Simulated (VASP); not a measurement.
Here is the system:

```yaml
crystal:
  lattice:
    - [0.00000, 2.93200, 2.93200]
    - [2.93200, 0.00000, 2.93200]
    - [2.93200, 2.93200, 0.00000]
  atoms:
    - { symbol: Cd, position: [0.00000, 0.00000, 0.00000] }
    - { symbol: S, position: [0.25000, 0.25000, 0.25000] }
```

Level of theory: PBE GGA with D3 dispersion (Becke-Johnson damping), VASP's PBE PAW potentials (set 64) (plane waves; VASP). Run with 520 eV cut-off, 9×9×9 Γ-centred mesh, tetrahedra with Blöchl corrections, potentials Cd S.

Question: Predict the energy per atom (σ→0), band gap (on the k-mesh) with the smallest direct gap where there is one.

Answer: 
```yaml
band gap (on the k-mesh): 1.11 eV
smallest direct gap (on the k-mesh): 1.11 eV
energy per atom (σ→0): -325.0 kJ/mol of atoms
```

Total energies compare only between runs with the same potentials, cut-off and functional.

The compound is CdS in the zinc blende structure, a metastable form; wurtzite is the usual one. It was relaxed first.
